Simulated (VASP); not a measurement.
Input:

```xyz
4
Lattice="1.6299 -2.8231 0.0000 1.6299 2.8231 0.0000 0.0000 0.0000 5.2578" Properties=species:S:1:pos:R:3 pbc="T T T"
Zn     1.6299    -0.9410     2.6350
Zn     1.6299     0.9410     0.0061
O      1.6299    -0.9410     4.6313
O      1.6299     0.9410     2.0024
```

Computed with PBE GGA with D4 dispersion, VASP's PBE PAW potentials (set 64) (plane waves; VASP). Run with 520 eV cut-off, Gaussian smearing of 0.050 eV, potentials Zn O.

### Question
Give the energies of bands 7 to 20 at the high-symmetry points, in eV from the valence-band maximum.

### Answer

| band | Γ | M | K | A | L | H |
|---|---|---|---|---|---|---|
| 7 | -5.44 | -4.98 | -4.65 | -5.56 | -5.07 | -4.88 |
| 8 | -5.44 | -4.85 | -4.65 | -5.56 | -5.07 | -4.88 |
| 9 | -4.49 | -4.45 | -4.55 | -4.36 | -4.29 | -4.48 |
| 10 | -4.49 | -4.32 | -4.42 | -4.36 | -4.29 | -4.48 |
| 11 | -4.28 | -4.24 | -4.39 | -4.36 | -4.21 | -3.98 |
| 12 | -4.28 | -4.16 | -4.39 | -4.36 | -4.21 | -3.98 |
| 13 | -4.01 | -3.70 | -3.69 | -2.24 | -3.73 | -3.67 |
| 14 | -0.77 | -3.50 | -3.50 | -2.24 | -3.73 | -3.67 |
| 15 | -0.77 | -2.78 | -3.50 | -0.38 | -1.47 | -2.64 |
| 16 | -0.09 | -2.21 | -1.88 | -0.38 | -1.47 | -2.64 |
| 17 | 0.00 | -1.26 | -1.88 | -0.38 | -1.35 | -1.22 |
| 18 | 0.00 | -0.82 | -1.70 | -0.38 | -1.35 | -1.22 |
| 19 | 0.76 | 5.70 | 7.60 | 3.41 | 5.67 | 7.88 |
| 20 | 5.16 | 6.84 | 7.60 | 3.41 | 5.67 | 7.88 |

The gap is direct, 0.76 eV, from the valence maximum at Γ to the conduction minimum at Γ.

Measured: gap 3.60 eV (computed value off by -2.84 eV), as given by Wei Chen et al., Physical Review Materials (2018), doi:10.1103/physrevmaterials.2.073803 [zero-point renormalisation of 0.16 eV added back (the table's ZPR column)].

The compound is ZnO in the wurtzite structure. It was relaxed first.
